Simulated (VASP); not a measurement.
Input of a VASP 6.6.1 run:

INCAR

```
SYSTEM = BeRu
PREC     = Accurate       ! precision mode
ENCUT    = 600            ! plane-wave cutoff, eV
EDIFF    = 1E-6           ! SCF threshold, eV
ISMEAR   = 1              ! smearing method
SIGMA    = 0.1            ! smearing width, eV
LREAL    = .False.        ! projectors in reciprocal space
LASPH    = .True.         ! aspherical terms in the spheres
NELM     = 100            ! most SCF steps
ALGO     = Normal         ! electronic algorithm
ISIF     = 3              ! what is computed and relaxed
LWAVE    = .False.        ! write WAVECAR
LCHARG   = .False.        ! write CHGCAR
METAGGA  = TPSS           ! meta-GGA
LMIXTAU  = .True.       
IBRION   = 2              ! ionic algorithm
NSW      = 60             ! ionic steps
EDIFFG   = -0.01          ! ionic threshold
```

KPOINTS

```
Automatic mesh
0
Gamma
  12 12 7
  0 0 0
```

POSCAR

```
BeRu
1.0
    2.4993717800      0.0000000000      0.0000000000
   -1.2496858900      2.1645194500      0.0000000000
    0.0000000000      0.0000000000      3.7955181000
Be Ru
1 1
Direct
    0.0000000000      0.0000000000      0.5000000000
    0.6666666700      0.3333333300      0.0000000000
```

Potentials or basis: VASP PAW PBE potentials, release 64 (Be, Ru_pv).

Launch:

```bash
$ cat potpaw_PBE.64/Be/POTCAR potpaw_PBE.64/Ru_pv/POTCAR > POTCAR
$ mpirun -np 1 vasp_std > vasp.out
```

(1) What does it give for the band gap on the k mesh?

(2) Predict the relaxed volume.

(3) Predict the space group after relaxing (to 0.05 Å).

(4) Predict the relaxed cell.

Results:

(1) none (metal or under the smearing width).

(2) 11.28 Å³/atom.

(3) P-6m2 (No. 187).

(4) a = 2.695 Å, b = 2.695 Å, c = 3.587 Å, α = 90.00°, β = 90.00°, γ = 120.00°.

Caveat: the PAW data sets were made with another functional, which shifts forces and pressure a little.
